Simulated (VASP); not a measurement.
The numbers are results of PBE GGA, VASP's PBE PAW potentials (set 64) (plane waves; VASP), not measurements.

A VASP calculation is set up with these files.

### KPOINTS
```
Automatic mesh
0
Gamma
7 7 5
0 0 0
```

**INCAR**
```
SYSTEM = P
PREC = Accurate
ENCUT = 520
EDIFF = 1E-7
NELM = 100
ALGO = Normal
LREAL = .FALSE.
LASPH = .TRUE.
ISMEAR = 0
SIGMA = 0.05
GGA = PE
LWAVE = .FALSE.
LCHARG = .FALSE.
ISIF = 4
IBRION = 2
NSW = 30
EDIFFG = -0.01
```

File POSCAR:
```
P
1.0
  1.6739085473  -5.6219135597   0.0000000000
  1.6739085473   5.6219135597   0.0000000000
  0.0000000000   0.0000000000   4.5887385975
P
4
Cartesian
  1.6739085473   4.5528278231   4.1930995462
  1.6739085473   1.0690857366   1.8987302475
  1.6739085473  -1.0690857366   2.6900083500
  1.6739085473  -4.5528278231   0.3956390513
```

POTCAR, in this order: P (PBE.64 set). Program: vasp_std.

Without a dispersion term in the relaxation, distances and binding between the weakly bound layers, chains or molecules are unreliable, and so is what depends on them.

Predict the energy per atom (σ→0).

```json
{
 "energy per atom (σ→0)": "-5.375 eV/atom"
}
```

OSZICAR:
```
...
  11 F= -.21501556E+02 E0= -.21501556E+02  d E =0.254477E-04
       N       E                     dE             d eps       ncg     rms          rms(c)
DAV:   1    -0.215015815032E+02   -0.25518E-04   -0.20024E-03  1662   0.271E-01    0.322E-02
DAV:   2    -0.215015935758E+02   -0.12073E-04   -0.12512E-04  1764   0.756E-02    0.782E-03
DAV:   3    -0.215015928259E+02    0.74988E-06   -0.28103E-06  1772   0.132E-02    0.542E-03
DAV:   4    -0.215015926855E+02    0.14040E-06   -0.17337E-06  1686   0.875E-03    0.115E-03
DAV:   5    -0.215015926763E+02    0.91975E-08   -0.33893E-07  1296   0.406E-03
  12 F= -.21501593E+02 E0= -.21501593E+02  d E =-.111771E-04
```

The compound is P in the black structure. This cell is one point of a volume scan, at 1.03 of the reference volume. Symmetry was kept, so distortions that lower it aren't found.
